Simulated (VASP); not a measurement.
# Disilicides: formation energies at one level

How stable are these compounds against their elements: TiSi2, ZrSi2, VSi2, NbSi2, TaSi2, MoSi2, WSi2, CoSi2 and NiSi2?

Main program and level: VASP 6.6.1; PBE; plane waves and PAW (Ti_sv, Si), in the first sound run; inputs show where later runs differ.

This is a report of a sequence of runs, with most program output left out.

### Step 1. Set-up

It takes space group Cmcm (No. 63, orthorhombic). The conventional cell has a = 3.530 Å, b = 13.519 Å, c = 3.565 Å, α = 90.00°, β = 90.00°, γ = 90.00°. Nearest to Ti lie 10 Si at 2.58 to 2.81 Å. Nearest to Si lie 2 Si at 2.38 Å and 6 Ti at 2.58 to 2.81 Å. Si has 4 Si at 2.51 Å and 4 Ti at 2.66 to 2.67 Å nearest. Farther neighbours are not listed.

As a file:

```
Ti Si
1.0
     1.76511   -6.75928    0.00000
     1.76511    6.75928    0.00000
     0.00000    0.00000    3.56517
Ti Si
2 4
Direct
  0.89688 0.10312 0.75000
  0.10312 0.89688 0.25000
  0.55825 0.44175 0.75000
  0.44175 0.55825 0.25000
  0.24969 0.75031 0.75000
  0.75031 0.24969 0.25000
```

### Step 2. Relax the crystal, PBE

One member in full, TiSi2: cell and atoms relax.

This step took 2 runs in a row; the last is shown.

Level: PBE; plane waves and PAW (Ti_sv, Si).

Input file INCAR:

```
SYSTEM = TiSi2
PREC = Accurate
ENCUT = 450
EDIFF = 1E-07
NELM = 120
ISMEAR = 1
SIGMA = 0.1
LREAL = .FALSE.
ALGO = Normal
GGA = PE
NBANDS = 26
LASPH = .TRUE.
LORBIT = 11
LWAVE = .FALSE.
LCHARG = .FALSE.
KPAR = 2
IBRION = 2
NSW = 40
ISIF = 3
EDIFFG = -0.01
POTIM = 0.4
```

Input file POSCAR:

```
TiSi2
1.0
    1.7711939670     -6.7825187874      0.0000000000
    1.7711939670      6.7825187874      0.0000000000
    0.0000000000      0.0000000000      3.5798249754
Ti Si
2 4
Direct
    0.8967905263      0.1032094737      0.7500000000
    0.1032094737      0.8967905263      0.2500000000
    0.5590063653      0.4409936347      0.7500000000
    0.4409936347      0.5590063653      0.2500000000
    0.2497352285      0.7502647715      0.7500000000
    0.7502647715      0.2497352285      0.2500000000
```

Input file KPOINTS:

```
Automatic mesh
0
Gamma
10 10 9
0 0 0
```

PAW data sets: Ti_sv and Si (PBE family, release 64).

Launch:

```sh
mpirun -np 2 vasp_std
```

The job ended after 2.2 min (2 MPI ranks of Intel Xeon 6975P-C (Granite Rapids), shared host; peak memory 0.79 GiB; 4.3 min of CPU time).

Numbers from this step:

* energy(sigma→0) of the program: -40.7492 eV
* stress, compression positive: xx, yy, zz 0.03, -0.05, -0.02 GPa
* volume: 86.022 Å³
* ionic steps: 2

### Step 3. Density of states, PBE

Tetrahedra on a denser mesh give the density of states; the gap in the table is that of the relaxation mesh.

Level: PBE; plane waves and PAW (Ti_sv, Si).

Input file INCAR:

```
SYSTEM = TiSi2
PREC = Accurate
ENCUT = 450
EDIFF = 1E-06
NELM = 100
ISMEAR = -5
SIGMA = 0.1
LREAL = .FALSE.
ALGO = Normal
GGA = PE
NBANDS = 36
LASPH = .TRUE.
LORBIT = 11
LWAVE = .FALSE.
LCHARG = .FALSE.
KPAR = 2
NEDOS = 2001
```

Input file POSCAR:

```
TiSi2
1.0
    1.7718949373     -6.7806624505      0.0000000000
    1.7718949373      6.7806624505      0.0000000000
    0.0000000000      0.0000000000      3.5799047627
Ti Si
2 4
Direct
    0.8968101824      0.1031898176      0.7500000000
    0.1031898176      0.8968101824      0.2500000000
    0.5590118212      0.4409881788      0.7500000000
    0.4409881788      0.5590118212      0.2500000000
    0.2497499205      0.7502500795      0.7500000000
    0.7502500795      0.2497499205      0.2500000000
```

Input file KPOINTS:

```
Automatic mesh
0
Gamma
14 14 13
0 0 0
```

Launch:

```sh
mpirun -np 2 vasp_std
```

Run time: 4.1 min. Hardware: 2 MPI ranks; peak memory 1.6 GiB; 8.2 min of CPU time.

Read from the output:

| Quantity | Value |
| --- | --- |
| energy(sigma→0) of the program | -40.7445 eV |

The run ends at a pressure of -0.04 GPa, with forces up to 0.014 eV/Å.

### Step 4. Reference Si, PBE

This step took 2 runs in a row; the last is shown.

Level: PBE; plane waves and PAW (Si).

System, named by how it was started: Si. Symmetry: Fd-3m, No. 227, cubic system. Conventional cell: a = 5.468 Å, b = 5.468 Å, c = 5.468 Å, α = 90.00°, β = 90.00°, γ = 90.00°. Nearest to Si lie 4 Si at 2.37 Å.

Input file INCAR:

```
SYSTEM = Si
PREC = Accurate
ENCUT = 450
EDIFF = 1E-07
NELM = 120
ISMEAR = 0
SIGMA = 0.05
LREAL = .FALSE.
ALGO = Normal
GGA = PE
NBANDS = 10
LASPH = .TRUE.
LORBIT = 11
LWAVE = .FALSE.
LCHARG = .FALSE.
KPAR = 2
IBRION = 2
NSW = 40
ISIF = 3
EDIFFG = -0.005
POTIM = 0.4
```

Input file POSCAR:

```
Si
1.0
    0.0000000000      2.7342287766      2.7342287766
    2.7342287766      0.0000000000      2.7342287766
    2.7342287766      2.7342287766      0.0000000000
Si
2
Direct
    0.0000000000      0.0000000000      0.0000000000
    0.2500000000      0.2500000000      0.2500000000
```

Input file KPOINTS:

```
Automatic mesh
0
Gamma
13 13 13
0 0 0
```

PAW data sets: Si (PBE family, release 64).

Launch:

```sh
mpirun -np 2 vasp_std
```

Wall time 12 s (2 MPI ranks); peak memory 0.28 GiB; 16 s of CPU time.

Read from the output:

| Item | Value |
| --- | --- |
| energy(sigma→0) of the program | -10.8499 eV |
| stress, compression positive | xx, yy, zz 0.01, 0.01, 0.01 GPa |
| volume | 40.882 Å³ |
| ionic steps | 1 |

### Step 5. Reference Ti, PBE

This step took 2 runs in a row; the last is shown.

Level: PBE; plane waves and PAW (Ti_sv).

System, named by how it was started: Ti. Symmetry: P6_3/mmc, No. 194, hexagonal system. The conventional cell has a = 2.934 Å, b = 2.934 Å, c = 4.640 Å, α = 90.00°, β = 90.00°, γ = 120.00°. Ti has 12 Ti at 2.87 to 2.93 Å nearest.

Input file INCAR:

```
SYSTEM = Ti
PREC = Accurate
ENCUT = 450
EDIFF = 1E-07
NELM = 120
ISMEAR = 1
SIGMA = 0.15
LREAL = .FALSE.
ALGO = Normal
GGA = PE
NBANDS = 18
LASPH = .TRUE.
LORBIT = 11
LWAVE = .FALSE.
LCHARG = .FALSE.
KPAR = 2
IBRION = 2
NSW = 40
ISIF = 3
EDIFFG = -0.005
POTIM = 0.4
```

Input file POSCAR:

```
Ti
1.0
    2.9338522897      0.0000000000      0.0000000000
   -1.4669261448      2.5407906139      0.0000000000
    0.0000000000      0.0000000000      4.6399372040
Ti
2
Direct
    0.0000000000      0.0000000000      0.0000000000
    0.3333333333      0.6666666667      0.5000000000
```

Input file KPOINTS:

```
Automatic mesh
0
Gamma
16 16 9
0 0 0
```

Potentials, in the order of the species: Ti_sv (PBE family, release 64).

Launch:

```sh
mpirun -np 2 vasp_std
```

The job ended after 25 s (2 MPI ranks; peak memory 0.34 GiB).

Numbers from this step:

- energy(sigma→0) of the program: -15.6679 eV
- stress, compression positive: xx, yy, zz 0.02, 0.02, 0.01 GPa
- volume: 34.568 Å³
- ionic steps: 2

By hand, from the ends of the relaxations: [-40.7492 − 2 × (-7.8340) − 4 × (-5.4249)] / 6 = -0.564 eV/atom.

### Step 6. All members

Notes on database entries: that of Fddd TiSi2 is an old determination (1939); that of Cmcm ZrSi2 differs from later determinations by our own check (a about 0.3 % long); that of P6_222 TaSi2 has ideal inner coordinates that were not refined; that of I4/mmm Si2Mo is an old determination (1927); that of Fm-3m Si2Ni differs from later determinations by our own check (0.1 to 0.3 % short, probably kX units).

The other members went through these steps as far as the tables show, with one cutoff, and the other elements were relaxed alike; 38 runs are not shown. The session took 2.9 core hours (wall time by ranks) on a shared machine.

Spin-polarised: Co, Ni, CoSi2 and Si2Ni; all else ran without spin. No compound in the table ends with a moment.

```csv
compound,space group,atoms,volume (Å³/atom),formation energy (eV/atom),gap on the mesh (eV)
TiSi2,Fddd,6,14.152,-0.555,0.000
TiSi2,Cmcm,6,14.337,-0.564,0.000
ZrSi2,Cmcm,6,16.804,-0.663,0.000
VSi2,P6_222,9,12.743,-0.484,0.000
NbSi2,P6_222,9,14.706,-0.560,0.000
TaSi2,P6_222,9,14.663,-0.476,0.000
MoSi2,I4/mmm,3,13.585,-0.492,0.000
WSi2,I4/mmm,3,13.678,-0.338,0.000
CoSi2,Fm-3m,3,12.812,-0.470,0.000
NiSi2,Fm-3m,3,13.436,-0.349,0.000
```

### Step 7. Summary of results

* TiSi2 (Fddd): -0.55 eV/atom
* TiSi2 (Cmcm): -0.56 eV/atom
* ZrSi2 (Cmcm): -0.66 eV/atom
* VSi2 (P6_222): -0.48 eV/atom
* NbSi2 (P6_222): -0.56 eV/atom
* TaSi2 (P6_222): -0.48 eV/atom
* MoSi2 (I4/mmm): -0.49 eV/atom
* WSi2 (I4/mmm): -0.34 eV/atom
* CoSi2 (Fm-3m): -0.47 eV/atom
* NiSi2 (Fm-3m): -0.35 eV/atom

**Reading.** ZrSi2 has the lowest formation energy per atom (-0.66 eV) and WSi2 the highest (-0.34 eV). Elements and compounds start from ASE's table, typed cells or database entries (computed ones of Materials Project for TiSi2 and VSi2), forms which need not be the lowest. Static energies: no zero-point or thermal terms. The meshes of the relaxations leave a few meV per atom open.

[Lines on the potential files, build, host, timing and source positions are cut from VASP's logs without a mark.]

[Logs are printed without paths, hosts, clocks, repeated set-up lines and the standing remarks that a program may print on its own settings, such as how far it seeks lower states.]

[Hosts, paths, dates, database ids (printed as entryN), source tags and the programs' standing remarks are cut or masked in the printed files.]
